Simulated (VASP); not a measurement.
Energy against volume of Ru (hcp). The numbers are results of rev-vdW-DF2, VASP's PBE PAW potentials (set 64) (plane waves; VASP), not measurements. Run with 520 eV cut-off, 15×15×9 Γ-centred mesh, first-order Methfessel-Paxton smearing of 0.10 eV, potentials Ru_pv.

Shape and ions are relaxed at each volume.

| V (Å³/atom) | E (eV/atom) |
|---|---|
| 13.171 | -6.62213 |
| 13.578 | -6.63520 |
| 13.985 | -6.62322 |
| 14.393 | -6.59029 |

Fit these four points and predict the energy of the run at 12.763 Å³/atom.

A cubic in V^(−2/3), the third-order Birch-Murnaghan form, passes through the four points with V0 = 13.57 Å³/atom and B0 = 329 GPa, and gives -6.5789 eV/atom there. The run gave -6.5792 eV/atom, -0.3 meV/atom from the fit; all five points give B0 = 328 GPa.

The compound is Ru in the hcp structure. It was relaxed first.
